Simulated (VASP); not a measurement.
Input for VASP

File KPOINTS:
```
Automatic mesh
0
gamma
 9 9 3
```

**POSCAR**
```
BN
1
    2.5040000000     0.0000000000     0.0000000000
   -1.2520000000     2.1685280000     0.0000000000
    0.0000000000     0.0000000000     6.6600000000
B N
2 2
Direct
  0.6666670000   0.3333330000   0.7500000000
  0.3333330000   0.6666670000   0.2500000000
  0.3333330000   0.6666670000   0.7500000000
  0.6666670000   0.3333330000   0.2500000000
```

**INCAR**
```
ALGO  =  Normal
EDIFF  =  1E-6
EDIFFG  =  -0.02
ENCUT  =  580
IBRION  =  2
ISIF  =  3
ISMEAR  =  0
LASPH  =  .TRUE.
LCHARG  =  .FALSE.
LMIXTAU  =  .TRUE.
LREAL  =  .FALSE.
LWAVE  =  .FALSE.
METAGGA  =  R2SCAN
NELM  =  100
NSW  =  60
PREC  =  Accurate
SIGMA  =  0.05
SYSTEM  =  BN
```

POTCAR, in this order: B N (PBE.64 set). Program: vasp_std.

Question: Write an equivalent input for Ansatz.

Answer: One equivalent input (not run):
Ansatz 0.2 input:
```yaml
crystal:
  lattice:
    - [2.5040000, 0.0000000, 0.0000000]
    - [-1.2520000, 2.1685280, 0.0000000]
    - [0.0000000, 0.0000000, 6.6600000]
  atoms:
    - { symbol: B, position: [0.6666670, 0.3333330, 0.7500000] }
    - { symbol: B, position: [0.3333330, 0.6666670, 0.2500000] }
    - { symbol: N, position: [0.3333330, 0.6666670, 0.7500000] }
    - { symbol: N, position: [0.6666670, 0.3333330, 0.2500000] }
kpoints:
  mp_grid: { grid: [9, 9, 3] }
hamiltonian:
  xc: r2scan
  pseudopotentials: { kind: paw }
scf:
  occupations: { method: gaussian, width: 0.05 }
  max_iter: 100
relax:
  max_steps: 60
  f_tol: 0.02
  cell: {}
output: { forces: true, stress: true, eigenvalues: true }
```
Limits of the translation: each code has its own PAW files, so the cut-off isn't converted (ENCUT is set for VASP's; basis.ecutwfc is left out, and Ansatz then takes the one that its files recommend); Ansatz stops its SCF on the density residual and VASP on the energy change (EDIFF).

The compound is BN in the hex structure. This run relaxes it. Symmetry was kept, so distortions that lower it aren't found. The start is the result of an earlier pass.
